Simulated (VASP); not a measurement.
The system is Fe.

```
Fe
1.0
    -1.42955    1.42955    1.42955
     1.42955   -1.42955    1.42955
     1.42955    1.42955   -1.42955
Fe
1
Cartesian
  0.0000 0.0000 0.0000
```

| Quantity | Value |
| --- | --- |
| Program | VASP 6.6.1 |
| Task | relaxation of cell and atoms |
| Functional | LDA |
| Potentials or basis | VASP PAW LDA potentials, release 64 (Fe) |
| Cutoff | 600 eV |
| k mesh | 20 × 20 × 20 |
| Occupations | gaussian, width 0.1 eV |
| Spin | collinear spin, ferromagnetic start |
| Starting moments | [3.0] μB |

At the start: pressure -22.6 GPa; volume 11.69 Å³/atom.

**Question.** How do energy, volume and symmetry change on relaxing?

**Answer.** Over 7 steps the energy falls by 105.6 meV/atom and the volume is 10.38 Å³/atom (-11.2 %); space group Im-3m (No. 229, to 0.05 Å); moment 1.97 μB per cell.

The path:
| step | energy change (eV) | largest force (eV/Å) | pressure (GPa) | volume (Å³) |
| --- | --- | --- | --- | --- |
| 1 | 0.0000 | 0.0000 | -22.64 | 11.69 |
| 2 | 0.0498 | 0.0000 | 43.42 | 9.11 |
| 3 | -0.1055 | 0.0000 | -0.89 | 10.41 |
| 4 | -0.1056 | 0.0000 | -0.17 | 10.38 |
| 5 | -0.1056 | 0.0000 | 0.46 | 10.36 |
| 6 | -0.1056 | 0.0000 | -0.48 | 10.40 |
| 7 | -0.1056 | 0.0000 | -0.01 | 10.38 |

Final structure:
```
CELL_PARAMETERS angstrom
-1.37399 1.37399 1.37399
1.37399 -1.37399 1.37399
1.37399 1.37399 -1.37399
ATOMIC_POSITIONS crystal
Fe 0.00000 0.00000 0.00000
```

Caveat: the volume moved by -11 % from the deposited cell, more than functionals usually miss.
